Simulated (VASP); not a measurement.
VASP input:

### POSCAR
```
NaH
1
    0.0000000000     2.3912000000     2.3912000000
    2.3912000000     0.0000000000     2.3912000000
    2.3912000000     2.3912000000     0.0000000000
Na H
1 1
Direct
  0.0000000000   0.0000000000   0.0000000000
  0.5000000000   0.5000000000   0.5000000000
```

INCAR:
```
SYSTEM = NaH
PREC = Accurate
ENCUT = 300
EDIFF = 1E-6
NELM = 100
ALGO = Normal
LREAL = .FALSE.
LASPH = .TRUE.
ISMEAR = -1
SIGMA = 0.05
GGA = PE
LWAVE = .FALSE.
LCHARG = .FALSE.
ISIF = 2
```

KPOINTS:
```
Automatic mesh
0
Gamma
6 6 6
0 0 0
```

POTCAR, in this order: Na_pv H (PBE.64 set). Program: vasp_std.

**Question.** Write an equivalent input for Quantum ESPRESSO's pw.x.

**Answer.** One equivalent input (not run):
```
&CONTROL
  calculation = 'scf'
  pseudo_dir = './pseudo'
  outdir = './out'
  tprnfor = .true.
  tstress = .true.
/
&SYSTEM
  ibrav = 0
  nat = 2
  ntyp = 2
  ecutwfc = 88
  occupations = 'smearing'
  smearing = 'fermi-dirac'
  degauss = 0.003675
  input_dft = 'pbe'
/
&ELECTRONS
  conv_thr = 7.3e-08
  electron_maxstep = 100
/
ATOMIC_SPECIES
  Na 22.990 Na.upf
  H 1.008 H.upf
CELL_PARAMETERS angstrom
     0.0000000    2.3912000    2.3912000
     2.3912000    0.0000000    2.3912000
     2.3912000    2.3912000    0.0000000
ATOMIC_POSITIONS crystal
  Na   0.0000000  0.0000000  0.0000000
  H    0.5000000  0.5000000  0.5000000
K_POINTS automatic
  6 6 6 0 0 0
```
The two are equivalent in intent, not identical: the potentials are each code's own (VASP's PAW set, PseudoDojo norm-conserving files in pw.x), so ENCUT and ecutwfc are chosen apart and not converted; conv_thr bounds pw.x's estimated SCF error, while EDIFF bounds the energy change between steps.

The structure is a typed NaH crystal (Fm-3m). The cell was not relaxed at this level, and its volume differs by -5.9 % from the start's.
